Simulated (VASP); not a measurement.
All values below come from rev-vdW-DF2, VASP's PBE PAW potentials (set 64) (plane waves; VASP).

A VASP calculation is set up with these files.

**INCAR**
```
AGGAC = 0.0
ALGO = Normal
EDIFF = 1E-7
ENCUT = 520
GGA = MK
ISIF = 2
ISMEAR = 0
LASPH = .TRUE.
LCHARG = .FALSE.
LMAXMIX = 4
LREAL = .FALSE.
LUSE_VDW = .TRUE.
LWAVE = .FALSE.
NELM = 100
PARAM1 = 0.1234568
PARAM2 = 0.7114
PREC = Accurate
SIGMA = 0.05
SYSTEM = CsPbBr3
ZAB_VDW = -1.8867
```

### KPOINTS
```
Regular mesh
0
gamma
 4 4 4
```

File POSCAR:
```
CsPbBr3
1
    5.9198857076     0.0000000000     0.0000000000
    0.0000000000     5.9198857076     0.0000000000
    0.0000000000     0.0000000000     5.9198857076
Cs Pb Br
1 1 3
Direct
  0.0000000000   0.0000000000   0.0000000000
  0.5000000000   0.5000000000   0.5000000000
  0.5000000000   0.0000000000   0.5000000000
  0.0000000000   0.5000000000   0.5000000000
  0.5000000000   0.5000000000   0.0000000000
```

POTCAR, in this order: Cs_sv Pb_d Br (PBE.64 set). Program: vasp_std.

Unless said otherwise, spin-orbit coupling is left out, though it shifts the bands of the heavy elements here.

Q: What does the run give for the energy per atom (σ→0), band gap (on the k-mesh)?

A: 
```json
{
 "energy per atom (σ→0)": "-1.175 eV/atom",
 "band gap (on the k-mesh)": "1.63 eV"
}
```

### OSZICAR
```
...
DAV:   7    -0.586977661461E+01    0.55930E-01   -0.51527E-01   762   0.404E+00    0.935E-01
DAV:   8    -0.587392841950E+01   -0.41518E-02   -0.58529E-02   694   0.205E+00    0.183E-01
DAV:   9    -0.587301593091E+01    0.91249E-03   -0.10093E-02   710   0.769E-01    0.945E-02
DAV:  10    -0.587319345631E+01   -0.17753E-03   -0.90913E-04   610   0.189E-01    0.375E-02
DAV:  11    -0.587323329916E+01   -0.39843E-04   -0.93837E-05   618   0.800E-02    0.678E-03
DAV:  12    -0.587323351694E+01   -0.21778E-06   -0.15040E-05   718   0.448E-02    0.297E-03
DAV:  13    -0.587323352064E+01   -0.36971E-08   -0.97007E-07   668   0.774E-03
   1 F= -.58732335E+01 E0= -.58732335E+01  d E =-.608654E-11
```

The compound is CsPbBr3 in the cubic perovskite structure, the ideal cubic form; the compound distorts at low or room temperature. It was relaxed first.
